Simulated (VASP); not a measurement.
MgO:

```
CELL_PARAMETERS angstrom
0.00000 2.10500 2.10500
2.10500 0.00000 2.10500
2.10500 2.10500 0.00000
ATOMIC_POSITIONS crystal
Mg 0.00000 0.00000 0.00000
O 0.50000 0.50000 0.50000
```

- Program: VASP 6.6.1
- Task: relaxation of cell and atoms
- Functional: PBE
- Potentials or basis: VASP PAW PBE potentials, release 64 (Mg, O)
- Cutoff: 520 eV
- k mesh: 2 × 2 × 2
- Occupations: gaussian, width 0.02 eV
- Spin: no spin polarisation

At the start: pressure 8.9 GPa; volume 9.33 Å³/atom.

Question: How do energy, volume and symmetry change on relaxing?

Answer: Over 3 steps the energy falls by 13.8 meV/atom and the volume is 9.85 Å³/atom (+5.6 %); space group Fm-3m (No. 225, to 0.05 Å).

Step by step:
```tsv
step	energy change (eV)	largest force (eV/Å)	pressure (GPa)	volume (Å³)
1	0.0000	0.0000	8.87	18.65
2	-0.0244	0.0000	-2.70	20.08
3	-0.0277	0.0000	0.02	19.70
```

Final structure:
```
CELL_PARAMETERS angstrom
0.00000 2.14356 2.14356
2.14356 0.00000 2.14356
2.14356 2.14356 0.00000
ATOMIC_POSITIONS crystal
Mg 0.00000 0.00000 0.00000
O 0.50000 0.50000 0.50000
```

Caveat: the k mesh is coarse (spacing up to 1.29 Å⁻¹), so the values aren't converged.
